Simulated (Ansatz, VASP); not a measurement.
**Two plane-wave programs on CsC**

```xyz
4
Lattice="3.2302 0.0000 0.0000 0.0000 3.2302 0.0000 0.0000 0.0000 8.9843" Properties=species:S:1:pos:R:3 pbc="T T T"
Cs    0.0000    1.6151    2.5083
Cs    1.6151    0.0000    6.4760
C     0.0000    0.0000    0.0000
C     1.6151    1.6151    0.0000
```

Alike in both runs: functional PBE; dispersion D3(BJ); k mesh 14 × 14 × 6; occupations gaussian, width 0.1 eV; no spin polarisation.

Ansatz relaxed the structure, and its values are those at the end. VASP's run is a single point on that final structure, the one shown.

```csv
,VASP,Ansatz
version,VASP 6.6.1,Ansatz 0.2.0
potentials or method,"VASP PAW PBE potentials, release 64 (Cs_sv, C)","scalar-relativistic, plane waves, PAW"
plane-wave cutoff (eV),520,420
valence electrons in the cell,26,26
```

Ansatz gave:

- gap on the k mesh at the Fermi level (eV): none
- pressure (GPa): 0.0
- rms of the force components (eV/Å): 0.001

Q: Which values does VASP return?

A: gap on the k mesh at the Fermi level (eV): none; pressure (GPa): 0.3; rms of the force components (eV/Å): 0.020.

A gap of «none» marks a metal or a gap that the smearing closes.

Caveats: pairwise dispersion overbinds metals, which lowers pressure and volume. The runs have no spin-orbit coupling, so splittings on Cs are missing.
